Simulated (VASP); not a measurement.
Given:

```xyz
2
Lattice="4.1150 0.0000 0.0000 -2.0575 3.5637 0.0000 0.0000 0.0000 6.6810" Properties=species:S:1:pos:R:3 pbc="T T T"
Eu     0.0000     2.3758     1.6703
Eu     2.0575     1.1879     5.0108
```

Level of theory: PBEsol GGA, VASP's PBE PAW potentials (set 64) (plane waves; VASP). Run with 400 eV cut-off, 9×9×5 Γ-centred mesh, first-order Methfessel-Paxton smearing of 0.10 eV, potentials Eu_2.

The 4f electrons are frozen in the core of the lanthanide potential, so 4f levels, which can set the real gap, and their magnetism are missing. Energy and stress use the plane-wave basis of the starting cell.

Question: The ions, cell shape and volume are relaxed. Give the cell that the relaxation ends in.

Answer: 
```xyz
2
Lattice="3.8198 0.0000 0.0000 -1.9099 3.3080 0.0000 0.0000 0.0000 6.3324" Properties=species:S:1:pos:R:3 pbc="T T T"
Eu     0.0000     2.2054     1.5831
Eu     1.9099     1.1027     4.7493
```
Space group P6_3/mmc (194), at a tolerance of 0.03 Å.

Question: How do energy and volume change from the first to the last step?

Answer: The energy (σ→0) changes by -61.7 meV/atom and the volume by -18.3 %, in 7 ionic steps.

The structure was generated: Eu was put into the hcp type (P6_3/mmc), which need not be its known phase. This run relaxes it. Symmetry was kept, so distortions that lower it aren't found.
